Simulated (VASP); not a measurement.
Consider the following.

```
CELL_PARAMETERS angstrom
      0.00000     2.51147     2.51147
      2.51147     0.00000     2.51147
      2.51147     2.51147     0.00000
ATOMIC_POSITIONS crystal
  Be 0.00000 0.00000 0.00000
  Se 0.25000 0.25000 0.25000
```

The numbers are results of PBE GGA with D4 dispersion, VASP's PBE PAW potentials (set 64) (plane waves; VASP), not measurements. Numerical set-up: 520 eV cut-off, 9×9×9 Γ-centred mesh, Gaussian smearing of 0.050 eV, potentials Be Se.

Problem. The job: BeSe (zinc blende), 2 atoms, PBE-D4, static run, 520 eV, 9×9×9 Γ-centred mesh. Roughly how much core time does it take on a busy server core?

Solution. About 7 core-seconds (one run on a shared machine, a rough figure). It had 35 irreducible k-points, 8 bands, up to 881 plane waves and 12 electronic steps.

The compound is BeSe in the zinc blende structure. This cell is one point of a volume scan, at 0.94 of the reference volume.
